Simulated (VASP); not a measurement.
# Input and output of a VASP r²SCAN single-point calculation on Mg$_{2}$C (strained antifluorite)

INCAR

```
SIGMA = 0.01
IBRION = -1
METAGGA = R2SCAN
ISIF = 2
ISMEAR = 0
NELM = 120
LWAVE = .FALSE.
LCHARG = .FALSE.
ALGO = Normal
LASPH = .TRUE.
NBANDS = 11
PREC = Accurate
NSW = 0
LREAL = .FALSE.
EDIFF = 1E-7
ENCUT = 520
```

KPOINTS

```
KPOINTS created by Atomic Simulation Environment
0
Gamma
8 8 8
0 0 0
```

KPOINTS_OPT

```
special points
7
Reciprocal
0.0000000000 0.0000000000 0.0000000000 1
0.5000000000 0.0000000000 0.5000000000 1
0.6250000000 0.2500000000 0.6250000000 1
0.3750000000 0.3750000000 0.7500000000 1
0.5000000000 0.5000000000 0.5000000000 1
0.5000000000 0.2500000000 0.7500000000 1
0.0375000000 0.0375000000 0.0750000000 1
```

POSCAR

```
C  Mg
 1.0000000000000000
    -0.0903647536000000    2.6205778546000000    2.6205778546000000
     2.6205778546000000   -0.0903647536000000    2.6205778546000000
     2.6205778546000000    2.6205778546000000   -0.0903647536000000
 C   Mg
   1   2
Cartesian
 -0.0000000000000000 -0.0000000000000000  0.0000000000000000
  1.2894277508253227  1.2894277508253227  1.2894277508253227
  3.8613632047746780  3.8613632047746780  3.8613632047746780
```

VASP ran with the recommended PBE PAW datasets (8 valence electrons in the cell).

From OUTCAR

```
k-points           NKPTS =     65   k-points in BZ     NKDIM =     65   number of bands    NBANDS=     11

   NELECT =       8.0000    total number of electrons

   dimension x,y,z NGX =    28 NGY =   28 NGZ =   28
   dimension x,y,z NGXF=    56 NGYF=   56 NGZF=   56

  energy-cutoff  :      520.00
  volume of cell :       37.85
      direct lattice vectors                 reciprocal lattice vectors
    -0.090364754  2.620577855  2.620577855    -0.181201944  0.187673442  0.187673442
     2.620577855 -0.090364754  2.620577855     0.187673442 -0.181201944  0.187673442
     2.620577855  2.620577855 -0.090364754     0.187673442  0.187673442 -0.181201944

 k-points in reciprocal lattice and weights: KPOINTS created by Atomic Simulation Env
   0.00000000  0.00000000  0.00000000       0.002
   0.12500000  0.00000000 -0.00000000       0.012
   0.25000000  0.00000000 -0.00000000       0.012
   0.37500000  0.00000000  0.00000000       0.012
   0.50000000  0.00000000 -0.00000000       0.006
   0.12500000  0.12500000 -0.00000000       0.012
   0.25000000  0.12500000  0.00000000       0.023
   0.37500000  0.12500000 -0.00000000       0.023
   ...

 E-fermi :   4.1401

 k-point     1 :       0.0000    0.0000    0.0000
  band No.  band energies     occupation
      1      -7.5524      2.00000
      2       3.8591      2.00000
      3       3.8591      2.00000
      4       4.0990      2.00000
      5       6.1800      0.00000
      6      11.1499      0.00000
      7      11.1499      0.00000
      8      12.3276      0.00000
      9      14.4316      0.00000
     10      14.4316      0.00000
     11      15.8045      0.00000

 k-point     2 :       0.1250    0.0000   -0.0000
  band No.  band energies     occupation
      1      -7.3815      2.00000
      2       2.7475      2.00000
      3       3.8016      2.00000
      4       4.0005      2.00000
      5       7.0735      0.00000
      6      11.1666      0.00000
      7      11.3587      0.00000
      8      12.3515      0.00000
      9      13.3392      0.00000
     10      13.6490      0.00000
     11      15.4998      0.00000

 k-point     3 :       0.2500    0.0000   -0.0000
  band No.  band energies     occupation
      1      -6.9094      2.00000
      2       1.0113      2.00000
      3       3.6765      2.00000
      4       3.8336      2.00000
      5       8.0075      0.00000
      6      11.1134      0.00000
      7      11.1220      0.00000
      8      11.6608      0.00000
      9      13.3880      0.00000
     10      14.2911      0.00000
     11      15.3488      0.00000

 k-point     4 :       0.3750    0.0000    0.0000
  band No.  band energies     occupation
      1      -6.3027      2.00000
      2      -0.4408      2.00000
      3       3.5676      2.00000
      4       3.6867      2.00000
      5       8.3593      0.00000
      6      10.4477      0.00000
      7      10.8880      0.00000
      8      11.0124      0.00000
      9      14.9227      0.00000
     10      15.8645      0.00000
     11      16.2879      0.00000

 k-point     5 :       0.5000    0.0000   -0.0000
  band No.  band energies     occupation
      1      -5.9799      2.00000
      2      -1.0560      2.00000
      3       3.5265      2.00000
      4       3.6305      2.00000
      5       8.4283      0.00000
      6      10.1885      0.00000
      7      10.7105      0.00000
      8      10.8109      0.00000
      9      16.3541      0.00000
     10      16.8821      0.00000
     11      17.4870      0.00000

 k-point     6 :       0.1250    0.1250   -0.0000
  band No.  band energies     occupation
      1      -7.3184      2.00000
      2       2.8547      2.00000
      3       3.5288      2.00000
      4       3.7517      2.00000
      5       7.3160      0.00000
      6      10.9119      0.00000
      7      11.7094      0.00000
      8      11.9899      0.00000
      9      12.5130      0.00000
     10      14.7575      0.00000
     11      16.3920      0.00000

 k-point     7 :       0.2500    0.1250    0.0000
  band No.  band energies     occupation
      1      -6.9407      2.00000
      2       1.5209      2.00000
      3       3.3968      2.00000
      4       3.5392      2.00000
      5       8.0175      0.00000
      6      10.6571      0.00000
      7      10.8694      0.00000
      8      12.3681      0.00000
      9      12.7344      0.00000
     10      15.0724      0.00000
     11      16.3332      0.00000

 k-point     8 :       0.3750    0.1250   -0.0000
  band No.  band energies     occupation
      1      -6.3661      2.00000
      2       0.0649      2.00000
      3       3.1780      2.00000
      4       3.3872      2.00000
      5       8.4067      0.00000
      6       9.9213      0.00000
      7      11.2499      0.00000
      8      11.7354      0.00000
      9      13.7075      0.00000
     10      16.3891      0.00000
     11      16.8018      0.00000

 k-point     9 :       0.5000    0.1250   -0.0000
  band No.  band energies     occupation
      1      -5.9179      2.00000
      2      -0.8109      2.00000
      3       2.8902      2.00000
      4       3.4074      2.00000
      5       8.6903      0.00000
      6       9.4613      0.00000
      7      11.1197      0.00000
      8      11.8623      0.00000
      9      14.9003      0.00000
     10      17.0676      0.00000
     11      17.6756      0.00000

 k-point    10 :      -0.3750    0.1250    0.0000
  band No.  band energies     occupation
      1      -6.0401      2.00000
      2      -0.5902      2.00000
      3       2.7207      2.00000
      4       3.5815      2.00000
      5       9.1385      0.00000
      6       9.2744      0.00000
      7      11.0144      0.00000
      8      11.9035      0.00000
      9      15.1833      0.00000
     10      16.2738      0.00000
     11      17.1879      0.00000

 k-point    11 :      -0.2500    0.1250    0.0000
  band No.  band energies     occupation
      1      -6.5914      2.00000
      2       0.5403      2.00000
      3       2.8000      2.00000
      4       3.8194      2.00000
      5       8.7801      0.00000
      6      10.1990      0.00000
      7      11.3474      0.00000
      8      11.5000      0.00000
      9      13.5384      0.00000
     10      15.6002      0.00000
     11      16.5048      0.00000

 k-point    12 :      -0.1250    0.1250    0.0000
  band No.  band energies     occupation
      1      -7.1151      2.00000
      2       1.8786      2.00000
      3       3.2359      2.00000
      4       3.9868      2.00000
      5       7.9646      0.00000
      6      11.1170      0.00000
      7      11.2605      0.00000
      8      12.1828      0.00000
      9      12.4883      0.00000
     10      14.2833      0.00000
     11      16.8475      0.00000

 k-point    13 :       0.2500    0.2500   -0.0000
  band No.  band energies     occupation
      1      -6.6746      2.00000
      2       1.4194      2.00000
      3       2.8771      2.00000
      4       3.1762      2.00000
      5       7.3482      0.00000
      6      10.0905      0.00000
      7      11.3231      0.00000
      8      12.8930      0.00000
      9      13.3272      0.00000
     10      15.7613      0.00000
     11      18.1987      0.00000

 k-point    14 :       0.3750    0.2500   -0.0000
  band No.  band energies     occupation
      1      -6.1956      2.00000
      2       0.5259      2.00000
      3       2.4703      2.00000
      4       2.9817      2.00000
      5       6.9534      0.00000
      6      10.0491      0.00000
      7      11.6107      0.00000
      8      13.1640      0.00000
      9      13.7872      0.00000
     10      16.8924      0.00000
     11      18.5314      0.00000

 k-point    15 :       0.5000    0.2500    0.0000
  band No.  band energies     occupation
      1      -5.7439      2.00000
      2      -0.2115      2.00000
      3       1.8113      2.00000
      4       2.9995      2.00000
      5       7.2075      0.00000
      6      10.5664      0.00000
      7      11.8365      0.00000
      8      12.5547      0.00000
      9      14.1683      0.00000
     10      17.2431      0.00000
     11      19.3244      0.00000

 k-point    16 :      -0.3750    0.2500    0.0000
  band No.  band energies     occupation
      1      -5.6954      2.00000
      2      -0.2597      2.00000
      3       1.3719      2.00000
      4       3.2223      2.00000
      5       7.8531      0.00000
      6      10.5432      0.00000
      7      11.9913      0.00000
      8      12.5598      0.00000
      9      14.2836      0.00000
     10      15.5417      0.00000
     11      19.2414      0.00000

 ...

  Total        1.3011182      1.3011182      1.3011182      0.6485421      0.6485421      0.6485421
  in kB       55.0697075     55.0697075     55.0697075     27.4494830     27.4494830     27.4494830
  external PRESSURE =      55.0697075 kB  Pullay stress =       0.0000000 kB

 POSITION                                       TOTAL-FORCE (eV/Angst)
 -----------------------------------------------------------------------------------
      0.00000      0.00000      0.00000         0.000000      0.000000      0.000000
      1.28943      1.28943      1.28943        -0.002082     -0.002082     -0.002082
      3.86136      3.86136      3.86136         0.002082      0.002082      0.002082
 -----------------------------------------------------------------------------------
    total drift:                                0.000000     -0.000000     -0.000000

  FREE ENERGIE OF THE ION-ELECTRON SYSTEM (eV)
  ---------------------------------------------------
  free  energy   TOTEN  =       -17.7462170017 eV

  energy  without entropy=      -17.7462170017  energy(sigma->0) =      -17.74621700
```

```yaml
gap_between_bands_v_and_c: 0.94 eV
least_direct_gap: 2.08 eV
pressure: 5.5 GPa
```

Band v is the last that the valence electrons fill when counted band by band, and c is the next.
